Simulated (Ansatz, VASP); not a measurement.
**KNi: VASP beside Ansatz**

One calculation is typed for both programs; each brings its own data sets and cutoff. How far apart do they land? The cell is invented: other elements were put on sites of a known structure type. It may not be a known or stable phase. The cell is taken from a series of VASP runs on this material, whose earlier steps may have relaxed, scaled or displaced it; both programs get it as it stands.

Calculated with Ansatz 0.2.0; plane waves, with VASP 6.6.1 beside it; relaxation of cell and atoms at PBE.

### Step 1. Starting point

The structure is orthorhombic, space group Cmmm (No. 65). The conventional cell has a = 4.248 Å, b = 4.345 Å, c = 4.976 Å, α = 90.00°, β = 90.00°, γ = 90.00°. Nearest to K lie 4 K at 3.04 Å and 8 Ni at 3.27 to 3.30 Å. Nearest to Ni lie 4 Ni at 3.04 Å and 8 K at 3.27 to 3.30 Å. Farther neighbours are not listed.

Structure file:

```
K Ni
1.0
     2.12395   -2.17233    0.00000
     2.12395    2.17233    0.00000
     0.00000    0.00000    4.97591
K Ni
1 1
Cartesian
  2.1240 0.0000 2.4880
  0.0000 0.0000 0.0000
```

### Step 2. VASP: relaxation of cell and atoms, PBE

The relaxed volume is the usual yardstick between codes: its relative difference is about their pressure difference at one cell divided by the bulk modulus.

Lines of VASP's logs that name or quote its potential files are left out, and so is its time.

File INCAR:

```
SYSTEM = KNi
PREC = Accurate
ENCUT = 400
EDIFF = 1E-06
NELM = 100
ISMEAR = -1
SIGMA = 0.05
LREAL = .FALSE.
ALGO = Normal
GGA = PE
ISPIN = 2
MAGMOM = 0 1
LMAXMIX = 4
LORBIT = 11
LWAVE = .FALSE.
LCHARG = .FALSE.
IBRION = 2
NSW = 60
ISIF = 3
EDIFFG = -0.01
```

File POSCAR:

```
KNi
1.0
    2.1239505714     -2.1723302173      0.0000000000
    2.1239505714      2.1723302173      0.0000000000
    0.0000000000      0.0000000000      4.9759136914
K Ni
1 1
Direct
    0.5000000000      0.5000000000      0.5000000000
    0.0000000000      0.0000000000      0.0000000000
```

File KPOINTS:

```
Automatic mesh
0
Gamma
7 7 5
0 0 0
```

The projector-augmented-wave data sets are K_sv and Ni (PBE family, release 64).

On the command line:

```sh
mpirun -np 1 vasp_std
```

Numbers of over 12 decimals in the logs are rounded to 6 here.

The log of the run:

```text
[banner, memory and clock lines left out]
running    1 mpi-ranks, on    1 nodes
 distrk:  each k-point on    1 cores,    1 groups
 distr:  one band on    1 cores,    1 groups

 POSCAR found type information on POSCAR K Ni
 POSCAR found :  2 types and       2 ions
 LDA part: xc-table for (Slater+PW92), standard interpolation
 POSCAR, INCAR and KPOINTS ok, starting setup
 FFT: planning ... GRIDC
 FFT: planning ... GRID_SOFT
 FFT: planning ... GRID
 WAVECAR not read
 entering main loop
       N       E                     dE             d eps       ncg     rms          rms(c)
DAV:   1     0.107177310473E+03    0.10718E+03   -0.77277E+03  2712   0.114E+03
DAV:   2     0.161934106945E+01   -0.10556E+03   -0.10019E+03  2822   0.287E+02
DAV:   3    -0.472928177432E+01   -0.63486E+01   -0.62240E+01  4888   0.689E+01
DAV:   4    -0.493581969537E+01   -0.20654E+00   -0.20619E+00  3400   0.784E+00
DAV:   5    -0.493935086709E+01   -0.35312E-02   -0.35309E-02  4350   0.114E+00    0.994E+00
DAV:   6    -0.651274586682E+01   -0.15734E+01   -0.11707E+01  2734   0.464E+01    0.143E+01
DAV:   7    -0.456908593120E+01    0.19437E+01   -0.59917E+00  2988   0.301E+01    0.306E+00
DAV:   8    -0.459028826830E+01   -0.21202E-01   -0.37781E-01  3786   0.600E+00    0.353E+00
DAV:   9    -0.455980998362E+01    0.30478E-01   -0.11010E-01  3416   0.409E+00    0.860E-01
DAV:  10    -0.455877084410E+01    0.10391E-02   -0.10377E-02  3704   0.135E+00    0.300E-01
DAV:  11    -0.455902912064E+01   -0.25828E-03   -0.91653E-04  3202   0.308E-01    0.136E-01
DAV:  12    -0.455907748863E+01   -0.48368E-04   -0.15897E-04  3626   0.164E-01    0.856E-02
DAV:  13    -0.455907231383E+01    0.51748E-05   -0.98530E-05  3806   0.117E-01    0.235E-02
DAV:  14    -0.455907694731E+01   -0.46335E-05   -0.17339E-05  3492   0.374E-02    0.112E-02
DAV:  15    -0.455907683501E+01    0.11230E-06   -0.10215E-06  2680   0.107E-02
   1 F= -.45590768E+01 E0= -.45520659E+01  d E =-.455908E+01  mag=     0.1451
[... from here on, the cycles between the ionic steps are left out ...]
   2 F= -.45597626E+01 E0= -.45529310E+01  d E =-.685814E-03  mag=     0.1417
   3 F= -.45600249E+01 E0= -.45533202E+01  d E =-.948108E-03  mag=     0.1395
   4 F= -.45598696E+01 E0= -.45533962E+01  d E =-.792794E-03  mag=     0.1357
   5 F= -.45600753E+01 E0= -.45534513E+01  d E =-.998468E-03  mag=     0.1381
   6 F= -.45600744E+01 E0= -.45534387E+01  d E =-.997520E-03  mag=     0.1383
   7 F= -.45601578E+01 E0= -.45535196E+01  d E =-.834473E-04  mag=     0.1384
   8 F= -.45603256E+01 E0= -.45536783E+01  d E =-.251232E-03  mag=     0.1387
   9 F= -.45602912E+01 E0= -.45536161E+01  d E =-.216882E-03  mag=     0.1392
 curvature:   1.71 expect dE= 0.381E-04 dE for cont linesearch  0.350E-04
 ZBRENT: bracketing found
 ZBRENT: interpolating
 opt :   8.1145  next Energy=    -4.560373 (dE=-0.299E-03)
 bond charge predicted
       N       E                     dE             d eps       ncg     rms          rms(c)
DAV:   1    -0.456358314352E+01   -0.32919E-02   -0.15301E-01  2796   0.353E+00    0.437E-01
DAV:   2    -0.456262593368E+01    0.95721E-03   -0.97986E-03  3468   0.146E+00    0.469E-01
DAV:   3    -0.456126809637E+01    0.13578E-02   -0.81640E-03  3228   0.119E+00    0.277E-01
DAV:   4    -0.456037579059E+01    0.89231E-03   -0.13703E-03  3648   0.545E-01    0.384E-02
DAV:   5    -0.456036951213E+01    0.62785E-05   -0.11208E-04  3430   0.144E-01    0.134E-02
DAV:   6    -0.456037050148E+01   -0.98935E-06   -0.69408E-06  3790   0.323E-02
  10 F= -.45603705E+01 E0= -.45537141E+01  d E =-.296147E-03  mag=     0.1389
 curvature:  -2.33 expect dE=-0.974E-06 dE for cont linesearch -0.418E-07
 trial: gam= 0.04017 g(F)=  0.961E-60 g(S)=  0.419E-06 ort =-0.119E-05 (trialstep = 0.261E+01)
 search vector abs. value=  0.451E-06
 reached required accuracy - stopping structural energy minimisation
```

From OUTCAR (step 2):

```text
ion  position               nearest neighbor table
   1  0.500  0.500  0.500-   2 3.27   2 3.27   2 3.27   2 3.27   2 3.30   2 3.30   2 3.30   2 3.30

  LATTYP: Found a base centered orthorhombic cell.
 ALAT       =     4.2479011428
 B/A-ratio  =     1.0227781411
 C/A-ratio  =     1.1713817069

 Subroutine GETGRP returns: Found  8 space group operations
 (whereof  8 operations were pure point group operations)

The static configuration has the point symmetry D_2h.

 Found     48 irreducible k-points:

   k-points           NKPTS =     48   k-points in BZ     NKDIM =     48   number of bands    NBANDS=     14

   dimension x,y,z NGX =    20 NGY =   20 NGZ =   32
   dimension x,y,z NGXF=    40 NGYF=   40 NGZF=   64

   ENCUT  =  400.0 eV  29.40 Ry    5.42 a.u.   4.95  4.95  8.11*2*pi/ulx,y,z

   NELECT =      19.0000    total number of electrons

 k-points in reciprocal lattice and weights: Automatic mesh
   0.00000000  0.00000000  0.00000000       0.004
   0.14285714 -0.00000000  0.00000000       0.016
   0.28571429  0.00000000  0.00000000       0.016
   0.42857143 -0.00000000  0.00000000       0.016
   0.14285714  0.14285714  0.00000000       0.008
   0.28571429  0.14285714  0.00000000       0.016
   0.42857143  0.14285714  0.00000000       0.016
  -0.42857143  0.14285714  0.00000000       0.016
  -0.28571429  0.14285714  0.00000000       0.016
[...]
0.42857143  0.42857143  0.40000000       0.016
  -0.42857143  0.42857143  0.40000000       0.016

 average (electrostatic) potential at core
       1 -35.4649       2 -87.2835

 E-fermi :   2.9358

 spin component 1
 k-point     1 :       0.0000    0.0000    0.0000
  band No.  band energies     occupation
    ...
      6       1.5877      1.00000
      7       1.6998      1.00000
      8       2.5759      0.99925
      9       2.5771      0.99923
     10       2.7506      0.97594
     11       5.5544      0.00000
     12       5.6156      0.00000
     13       6.9193      0.00000
     14      11.7614      0.00000

 k-point     2 :       0.1429   -0.0000    0.0000
  band No.  band energies     occupation
    ...
      6       1.6554      1.00000
      7       1.8315      1.00000
      8       2.4568      0.99993
      9       2.5911      0.99899
     10       2.6880      0.99300
     11       5.5009      0.00000
     12       5.9622      0.00000
     13       7.2367      0.00000
     14      11.4944      0.00000

 k-point     3 :       0.2857    0.0000    0.0000
  band No.  band energies     occupation
    ...
      6       1.8200      1.00000
      7       2.1156      1.00000
      8       2.2212      1.00000
      9       2.5522      0.99953
     10       2.6239      0.99805
     11       5.2132      0.00000
     12       6.6502      0.00000
     13       7.0218      0.00000
     14      10.4219      0.00000

 k-point     4 :       0.4286   -0.0000    0.0000
  band No.  band energies     occupation
    ...
      6       2.0567      1.00000
      7       2.1121      1.00000
      8       2.4480      0.99994
      9       2.6128      0.99844
     10       2.6503      0.99669
     11       4.8046      0.00000
     12       4.8675      0.00000
     13       7.2835      0.00000
     14      10.2511      0.00000

 k-point     5 :       0.1429    0.1429    0.0000
  band No.  band energies     occupation
    ...
      6       1.7457      1.00000
      7       1.9128      1.00000
      8       2.4576      0.99993
      9       2.4664      0.99992
     10       2.6209      0.99816
     11       5.5691      0.00000
     12       6.3499      0.00000
     13       7.5471      0.00000
     14      10.7073      0.00000

 k-point     6 :       0.2857    0.1429    0.0000
  band No.  band energies     occupation
    ...
      6       1.9244      1.00000
      7       2.1092      1.00000
      8       2.2137      1.00000
      9       2.4678      0.99991
     10       2.5110      0.99980
     11       5.5252      0.00000
     12       6.8551      0.00000
     13       7.4971      0.00000
     14      10.2755      0.00000

  Total       -0.0003221      0.0004566     -0.0041302     -0.0000000      0.0000000      0.0000000
  in kB       -0.0113767      0.0161277     -0.1458998     -0.0000000      0.0000000      0.0000000
  external PRESSURE =      -0.0470496 kB  Pullay stress =       0.0000000 kB

  energy-cutoff  :      400.00
  volume of cell :       45.36
      direct lattice vectors                 reciprocal lattice vectors
     2.140666932 -2.144387077  0.000000000     0.233572067 -0.233166859  0.000000000
     2.140666932  2.144387077  0.000000000     0.233572067  0.233166859  0.000000000
     0.000000000  0.000000000  4.940230067     0.000000000  0.000000000  0.202419723

 POSITION                                       TOTAL-FORCE (eV/Angst)
 -----------------------------------------------------------------------------------
      2.14067      0.00000      2.47012         0.000000      0.000000      0.000000
      0.00000      0.00000      0.00000         0.000000     -0.000000      0.000000
 -----------------------------------------------------------------------------------
    total drift:                                0.000000      0.000000      0.000000

  FREE ENERGIE OF THE ION-ELECTRON SYSTEM (eV)
  ---------------------------------------------------
  free  energy   TOTEN  =        -4.5603705015 eV

  energy  without entropy=       -4.5470577889  energy(sigma->0) =       -4.55371415

 reached required accuracy - stopping structural energy minimisation

 total charge
# of ion       s       p       d       tot
------------------------------------------
    1        1.984   5.569   0.071   7.625
    2        0.451   0.104   8.403   8.958
--------------------------------------------------
tot          2.435   5.673   8.474  16.582

 magnetization (x)
# of ion       s       p       d       tot
------------------------------------------
    1       -0.001  -0.001  -0.003  -0.005
    2       -0.005  -0.002   0.182   0.175
--------------------------------------------------
tot         -0.006  -0.003   0.179   0.169

[... 6 further parts left out ...]
```

CONTCAR:

```
KNi
   1.00000000000000
     2.1406669318737892   -2.1443870766545778    0.0000000000000000
     2.1406669318737892    2.1443870766545778    0.0000000000000000
     0.0000000000000000    0.0000000000000000    4.9402300674961355
  K               Ni
     1     1
Direct
     0.5000000000000000    0.5000000000000000    0.5000000000000000
     0.0000000000000000    0.0000000000000000    0.0000000000000000
```

The run keeps the 8 symmetry operations of its start, so it cannot find a distortion of lower symmetry.

(Continued in part 2 of 2.)

[Lines on the potential files, build, host, timing and source positions are cut from VASP's logs without a mark.]

[Logs are printed without paths, hosts, clocks, repeated set-up lines and the standing remarks that a program may print on its own settings, such as how far it seeks lower states.]

[Hosts, paths, dates, database ids (printed as entryN), source tags and the programs' standing remarks are cut or masked in the printed files.]
